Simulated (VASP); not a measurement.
# FeSi (P2_13) in VASP: a series of runs

One crystal, FeSi, is run at these levels: r2SCAN; tasks: single point, relaxation of cell and atoms.

Program: VASP 6.6.1. These are calculated values, not measurements. Logs are shortened: lines on timing, memory, paths and dates and some standing lists are left out, and cuts for length are marked.

**1. The structure**

The structure is cubic, space group P2_13 (No. 198). The conventional cell has a = 4.551 Å, b = 4.551 Å, c = 4.551 Å, α = 90.00°, β = 90.00°, γ = 90.00°. Around Fe (site symmetry 3) lie 7 Si at 2.32 to 2.55 Å. Si (site symmetry 3) has 7 Fe at 2.32 to 2.55 Å as nearest neighbours.

**2. Single point, r2SCAN, collinear spin, ferromagnetic start**

File INCAR:

```
SYSTEM = FeSi
PREC = Accurate
ENCUT = 600
EDIFF = 1E-6
ISMEAR = 0
SIGMA = 0.03
LREAL = .False.
LASPH = .True.
NELM = 150
ALGO = Normal
ISIF = 2
LWAVE = .False.
LCHARG = .False.
ISPIN = 2
MAGMOM = 2.5 2.5 2.5 2.5 0 0 0 0
LORBIT = 11
LMAXMIX = 4
METAGGA = R2SCAN
LMIXTAU = .True.
NBANDS = 38
AMIX = 0.2
BMIX = 1E-4
AMIX_MAG = 0.8
BMIX_MAG = 1E-4
KPAR = 4
```

File KPOINTS:

```
regular mesh
0
Gamma
  8 8 8
  0 0 0
```

File POSCAR:

```
FeSi
1.0
    4.5507000000      0.0000000000      0.0000000000
    0.0000000000      4.5507000000      0.0000000000
    0.0000000000      0.0000000000      4.5507000000
Fe Si
4 4
Direct
    0.1365200000      0.1365200000      0.1365200000
    0.3634800000      0.8634800000      0.6365200000
    0.6365200000      0.3634800000      0.8634800000
    0.8634800000      0.6365200000      0.3634800000
    0.8424000000      0.8424000000      0.8424000000
    0.6576000000      0.1576000000      0.3424000000
    0.3424000000      0.6576000000      0.1576000000
    0.1576000000      0.3424000000      0.6576000000
```

Potentials or basis: VASP PAW PBE potentials, release 64 (Fe, Si).

The run is started by

```bash
$ cat potpaw_PBE.64/Fe/POTCAR potpaw_PBE.64/Si/POTCAR > POTCAR
$ mpirun -np 4 vasp_std > vasp.out
```

OUTCAR:

```text
SYSTEM = FeSi
   PREC = Accurate
   ENCUT = 600
   EDIFF = 1E-6
   ISMEAR = 0
   LREAL = .False.
   LASPH = .True.
   NELM = 150
   ISIF = 2
   ISPIN = 2
   LORBIT = 11
   METAGGA = R2SCAN
   AMIX = 0.2
   AMIX_MAG = 0.8

 ion  position               nearest neighbor table
   1  0.137  0.137  0.137-   5 2.32   6 2.37   7 2.37   8 2.37   7 2.55   8 2.55   6 2.55   3 2.79
                             4 2.79   2 2.79   2 2.79   4 2.79   3 2.79
   2  0.363  0.863  0.637-   6 2.32   5 2.37   7 2.37   8 2.37   7 2.55   8 2.55   5 2.55   1 2.79
                             1 2.79   3 2.79   3 2.79   4 2.79   4 2.79
   3  0.637  0.363  0.863-   7 2.32   6 2.37   5 2.37   8 2.37   8 2.55   6 2.55   5 2.55   1 2.79
                             4 2.79   2 2.79   2 2.79   4 2.79   1 2.79
   4  0.863  0.637  0.363-   8 2.32   6 2.37   7 2.37   5 2.37   6 2.55   5 2.55   7 2.55   1 2.79
                             3 2.79   2 2.79   1 2.79   2 2.79   3 2.79
   5  0.842  0.842  0.842-   1 2.32   2 2.37   3 2.37   4 2.37   3 2.55   4 2.55   2 2.55   6 2.82
                             7 2.82   8 2.82   6 2.82   8 2.82   7 2.82
   6  0.658  0.158  0.342-   2 2.32   1 2.37   3 2.37   4 2.37   3 2.55   4 2.55   1 2.55   8 2.82
                             5 2.82   5 2.82   7 2.82   7 2.82   8 2.82
   7  0.342  0.658  0.158-   3 2.32   2 2.37   1 2.37   4 2.37   4 2.55   2 2.55   1 2.55   8 2.82
                             5 2.82   8 2.82   6 2.82   6 2.82   5 2.82
   8  0.158  0.342  0.658-   4 2.32   2 2.37   3 2.37   1 2.37   2 2.55   1 2.55   3 2.55   7 2.82
                             5 2.82   7 2.82   5 2.82   6 2.82   6 2.82

  LATTYP: Found a simple cubic cell.
 ALAT       =     4.5507000000

  Lattice vectors:

 A1 = (   4.5507000000,   0.0000000000,   0.0000000000)
 A2 = (   0.0000000000,   4.5507000000,   0.0000000000)
 A3 = (   0.0000000000,   0.0000000000,   4.5507000000)

Analysis of symmetry for initial positions (statically):
=====================================================================
 Subroutine PRICEL returns:
 Original cell was already a primitive cell.

 Routine SETGRP: Setting up the symmetry group for a
 simple cubic supercell.

 Subroutine GETGRP returns: Found 12 space group operations
 (whereof  3 operations were pure point group operations)
 out of a pool of 48 trial point group operations.

The static configuration has the point symmetry C_3 .
 The point group associated with its full space group is T   .

Analysis of symmetry for dynamics (positions and initial velocities):
=====================================================================
 Subroutine PRICEL returns:
 Original cell was already a primitive cell.

 Routine SETGRP: Setting up the symmetry group for a
 simple cubic supercell.

 Subroutine GETGRP returns: Found 12 space group operations
 (whereof  3 operations were pure point group operations)
 out of a pool of 48 trial point group operations.

[... 181 lines left out ...]
 val. band max:        9.1504455855   @ k =   0.5000   0.5000   0.1250
 cond. band min:       9.1644701918   @ k =   0.2500   0.2500   0.2500
 fundamental gap:      0.0140246063
 Fermi energy:         9.1600228217

 spin component 1

 k-point     1 :       0.0000    0.0000    0.0000
  band No.  band energies     occupation
      1      -4.4928      1.00000
      2       0.8490      1.00000
      3       0.8490      1.00000
      4       0.8490      1.00000
      5       3.6476      1.00000
      6       3.6476      1.00000
[... 925 lines left out ...]
     35      14.1103      0.00000
     36      14.7575      0.00000

 [... further k-points ...]

 spin component 2

 k-point     1 :       0.0000    0.0000    0.0000
  band No.  band energies     occupation
      1      -4.7677      1.00000
      2       0.7787      1.00000
      3       0.7787      1.00000
      4       0.7787      1.00000
      5       3.6944      1.00000
      6       3.6944      1.00000
[... 925 lines left out ...]
     35      14.5178      0.00000
     36      14.9760      0.00000

 [... further k-points ...]

 [bands above 36 left out]

------------------------ aborting loop because EDIFF is reached ----------------------------------------

  FORCE on cell =-STRESS in cart. coord.  units (eV):
  Direction    XX          YY          ZZ          XY          YZ          ZX
  --------------------------------------------------------------------------------------
  -------------------------------------------------------------------------------------
  Total       -8.1042684     -8.1042684     -8.1042684     -0.0000000      0.0000000      0.0000000
  in kB     -137.7811428   -137.7811428   -137.7811428     -0.0000000      0.0000000      0.0000000
  external PRESSURE =    -137.7811428 kB  Pullay stress =       0.0000000 kB

 VOLUME and BASIS-vectors are now :
 -----------------------------------------------------------------------------
  energy-cutoff  :      600.00
  volume of cell :       94.24
      direct lattice vectors                 reciprocal lattice vectors
     4.550700000  0.000000000  0.000000000     0.219746413  0.000000000  0.000000000
     0.000000000  4.550700000  0.000000000     0.000000000  0.219746413  0.000000000
     0.000000000  0.000000000  4.550700000     0.000000000  0.000000000  0.219746413

 POSITION                                       TOTAL-FORCE (eV/Angst)
 -----------------------------------------------------------------------------------
      0.62126      0.62126      0.62126        -0.069069     -0.069069     -0.069069
      1.65409      3.92944      2.89661         0.069069      0.069069     -0.069069
      2.89661      1.65409      3.92944        -0.069069      0.069069      0.069069
      3.92944      2.89661      1.65409         0.069069     -0.069069      0.069069
      3.83351      3.83351      3.83351         0.115564      0.115564      0.115564
      2.99254      0.71719      1.55816        -0.115564     -0.115564      0.115564
      1.55816      2.99254      0.71719         0.115564     -0.115564     -0.115564
      0.71719      1.55816      2.99254        -0.115564      0.115564     -0.115564
 -----------------------------------------------------------------------------------
    total drift:                               -0.000000     -0.000000      0.000000

  FREE ENERGIE OF THE ION-ELECTRON SYSTEM (eV)
  ---------------------------------------------------
  free  energy   TOTEN  =       -94.4447303415 eV

  energy  without entropy=      -94.4422938333  energy(sigma->0) =      -94.44351209

 total charge

# of ion       s       p       d       tot
------------------------------------------
    1        0.420   0.602   6.460   7.482
    2        0.420   0.602   6.460   7.482
    3        0.420   0.602   6.460   7.482
    4        0.420   0.602   6.460   7.482
    5        0.725   0.874   0.000   1.599
    6        0.725   0.874   0.000   1.599
    7        0.725   0.874   0.000   1.599
    8        0.725   0.874   0.000   1.599
--------------------------------------------------
tot          4.578   5.905  25.842  36.325

 magnetization (x)

# of ion       s       p       d       tot
------------------------------------------
    1        0.003  -0.013   1.396   1.386
    2        0.003  -0.013   1.396   1.386
    3        0.003  -0.013   1.396   1.386
    4        0.003  -0.013   1.396   1.386
    5       -0.018  -0.067   0.000  -0.085
    6       -0.018  -0.067   0.000  -0.085
    7       -0.018  -0.067   0.000  -0.085
    8       -0.018  -0.067   0.000  -0.085
--------------------------------------------------
tot         -0.063  -0.317   5.583   5.202
```

OSZICAR:

```text
N       E                     dE             d eps       ncg     rms          rms(c)
DAV:   1     0.334962404505E+03    0.33496E+03   -0.22454E+04  6840   0.162E+03
DAV:   2    -0.737564102454E+02   -0.40872E+03   -0.38726E+03  6840   0.360E+02
DAV:   3    -0.104880660371E+03   -0.31124E+02   -0.28919E+02  7670   0.119E+02
DAV:   4    -0.106238915080E+03   -0.13583E+01   -0.13413E+01  9444   0.225E+01
DAV:   5    -0.106273013202E+03   -0.34098E-01   -0.34079E-01  8970   0.334E+00    0.326E+01
DAV:   6    -0.950368492610E+02    0.11236E+02   -0.42348E+01  9670   0.832E+01    0.130E+01
DAV:   7    -0.945644342607E+02    0.47242E+00   -0.37968E+00 10110   0.244E+01    0.978E+00
DAV:   8    -0.944618652570E+02    0.10257E+00   -0.70107E-01  9660   0.489E+00    0.606E+00
DAV:   9    -0.944163577306E+02    0.45508E-01   -0.24143E-01  8874   0.521E+00    0.180E+00
DAV:  10    -0.944409404418E+02   -0.24583E-01   -0.48701E-02  8390   0.209E+00    0.445E-01
DAV:  11    -0.944435431861E+02   -0.26027E-02   -0.26215E-03  8856   0.398E-01    0.330E-01
DAV:  12    -0.944443988494E+02   -0.85566E-03   -0.42248E-03  8046   0.489E-01    0.121E-01
DAV:  13    -0.944445910050E+02   -0.19216E-03   -0.63822E-04  8694   0.251E-01    0.782E-02
DAV:  14    -0.944446953008E+02   -0.10430E-03   -0.11344E-04  9798   0.872E-02    0.564E-02
DAV:  15    -0.944447255707E+02   -0.30270E-04   -0.11364E-04 10216   0.929E-02    0.220E-02
DAV:  16    -0.944447299623E+02   -0.43916E-05   -0.17874E-05  8058   0.346E-02    0.921E-03
DAV:  17    -0.944447303415E+02   -0.37920E-06   -0.48665E-06  6956   0.200E-02
   1 F= -.94444730E+02 E0= -.94443512E+02  d E =-.243651E-02  mag=     4.6795
```

stdout:

```text
POSCAR found type information on POSCAR FeSi
 POSCAR found :  2 types and       8 ions
 scaLAPACK will be used
 -----------------------------------------------------------------------------
|                                                                             |
|                                                                             |
|     You enforced a specific xc type in the INCAR file but a different       |
|     I HOPE YOU KNOW WHAT YOU ARE DOING!                                     |
|                                                                             |
 -----------------------------------------------------------------------------

 LDA part: xc-table for (None), standard interpolation
 POSCAR, INCAR and KPOINTS ok, starting setup
 FFT: planning ... GRIDC
 FFT: planning ... GRID_SOFT
 FFT: planning ... GRID
 WAVECAR not read
 entering main loop
```

Wall time 3.1 min (4 MPI ranks of Intel Xeon Platinum 8375C at 2.90GHz (Ice Lake), shared host); peak memory 0.45 GiB.

Results:

| Property | Result |
| --- | --- |
| Free energy | -94.4447 eV |
| Pressure | -13.8 GPa |
| Largest force | 0.200 eV/Å |
| Band gap on the k mesh | none (metal or under the smearing width) |
| Net moment | 4.68 μB per cell |
| Site moments | Fe +1.39; Si -0.09 μB |
| Valence electrons inside the program's atomic spheres | Fe 7.48; Si 1.60 |

Forces on the atoms (eV/Å):
```
Fe  -0.069 -0.069 -0.069
Fe   0.069  0.069 -0.069
Fe  -0.069  0.069  0.069
Fe   0.069 -0.069  0.069
Si   0.116  0.116  0.116
Si  -0.116 -0.116  0.116
Si   0.116 -0.116 -0.116
Si  -0.116  0.116 -0.116
```

Caveat: the PAW data sets were made with another functional, which shifts forces and pressure a little.

**3. Relaxation of cell and atoms, r2SCAN, collinear spin, ferromagnetic start**

Changes to INCAR since step 2:

```diff
@@ -10,3 +10,3 @@
 ALGO = Normal
-ISIF = 2
+ISIF = 3
 LWAVE = .False.
@@ -19,3 +19,5 @@
 LMIXTAU = .True.
-NBANDS = 38
+IBRION = 2
+NSW = 90
+EDIFFG = -0.01
 AMIX = 0.2
```

KPOINTS is that of step 2.

POSCAR is that of step 2.

Potentials or basis: VASP PAW PBE potentials, release 64 (Fe, Si).

The run is started by

```bash
$ cat potpaw_PBE.64/Fe/POTCAR potpaw_PBE.64/Si/POTCAR > POTCAR
$ mpirun -np 4 vasp_std > vasp.out
```

It took 17 min on 4 MPI ranks of Intel Xeon Platinum 8375C at 2.90GHz (Ice Lake), shared host; peak memory 0.44 GiB.

The run converged. Its results:

| Quantity | Value |
| --- | --- |
| Free energy | -94.7929 eV |
| Relaxed volume | 10.89 Å³/atom |
| Relaxed cell | a = 4.433 Å, b = 4.433 Å, c = 4.433 Å, α = 90.00°, β = 90.00°, γ = 90.00° |
| Space group after relaxing (to 0.05 Å) | P2_13 (No. 198) |
| Energy gained by relaxing | 43.5 meV/atom |
| Ionic steps | 10 |
| Pressure after relaxing | 0.0 GPa |
| Largest force after relaxing | 0.007 eV/Å |
| Band gap on the k mesh | none (metal or under the smearing width) |
| Net moment | 4.18 μB per cell |
| Site moments | Fe +1.21; Si -0.07 μB |
| Valence electrons inside the program's atomic spheres | Fe 7.68; Si 1.64 |

Forces on the atoms (eV/Å):
```
Fe  -0.001 -0.001 -0.001
Fe   0.001  0.001 -0.001
Fe  -0.001  0.001  0.001
Fe   0.001 -0.001  0.001
Si   0.004  0.004  0.004
Si  -0.004 -0.004  0.004
Si   0.004 -0.004 -0.004
Si  -0.004  0.004 -0.004
```

The path:
| step | energy change (eV) | largest force (eV/Å) | pressure (GPa) | volume (Å³) |
| --- | --- | --- | --- | --- |
| 1 | 0.0000 | 0.2001 | -13.78 | 94.24 |
| 2 | 0.0597 | 0.7235 | 21.11 | 81.09 |
| 3 | -0.3300 | 0.2485 | -0.06 | 87.48 |
| 4 | -0.3299 | 0.2570 | 0.32 | 87.34 |
| 5 | -0.3433 | 0.1514 | 0.32 | 87.16 |
| 6 | -0.3475 | 0.0482 | 0.40 | 86.99 |
| 7 | -0.3476 | 0.0121 | -0.65 | 87.35 |
| 8 | -0.3480 | 0.0263 | -0.14 | 87.18 |
| 9 | -0.3480 | 0.0253 | -0.18 | 87.18 |
| 10 | -0.3481 | 0.0068 | 0.03 | 87.10 |

Final structure:
```yaml
crystal:
  lattice:
    - [4.43279, 0.00000, 0.00000]
    - [0.00000, 4.43279, 0.00000]
    - [0.00000, 0.00000, 4.43279]
  atoms:
    - { symbol: Fe, position: [0.13935, 0.13935, 0.13935] }
    - { symbol: Fe, position: [0.36065, 0.86065, 0.63935] }
    - { symbol: Fe, position: [0.63935, 0.36065, 0.86065] }
    - { symbol: Fe, position: [0.86065, 0.63935, 0.36065] }
    - { symbol: Si, position: [0.84490, 0.84490, 0.84490] }
    - { symbol: Si, position: [0.65510, 0.15510, 0.34490] }
    - { symbol: Si, position: [0.34490, 0.65510, 0.15510] }
    - { symbol: Si, position: [0.15510, 0.34490, 0.65510] }
```

Levels at points of the mesh, in eV from the Fermi level:
Spin up:
| k point | band 23 | band 24 | band 25 | band 26 | band 27 | band 28 | band 29 | band 30 |
| --- | --- | --- | --- | --- | --- | --- | --- | --- |
| (0.00, 0.00, 0.00) | -1.17 | -1.17 | -0.28 | -0.28 | -0.28 | 2.86 | 2.86 | 2.86 |
| (0.50, 0.00, 0.00) | -0.99 | -0.99 | -0.76 | -0.76 | 0.98 | 0.98 | 1.58 | 1.58 |
| (0.50, 0.50, 0.00) | -1.40 | -1.40 | -0.21 | -0.21 | 0.47 | 0.47 | 2.34 | 2.34 |
| (0.50, 0.50, 0.50) | -1.46 | -1.46 | -0.50 | -0.50 | -0.50 | -0.50 | 5.97 | 5.97 |
Spin down:
```
           k point  band 19  band 20  band 21  band 22  band 23  band 24  band 25  band 26
(0.00, 0.00, 0.00)    -1.94     0.15     0.15     0.15     0.44     0.44     1.56     1.56
(0.50, 0.00, 0.00)    -0.88    -0.88     0.04     0.04     0.42     0.42     1.07     1.07
(0.50, 0.50, 0.00)    -0.80    -0.80    -0.74    -0.74     0.10     0.10     1.41     1.41
(0.50, 0.50, 0.50)    -0.36    -0.36    -0.34    -0.34    -0.34    -0.34     1.31     1.31
```

Caveat: the PAW data sets were made with another functional, which shifts forces and pressure a little.

[end of part 1 of 2]
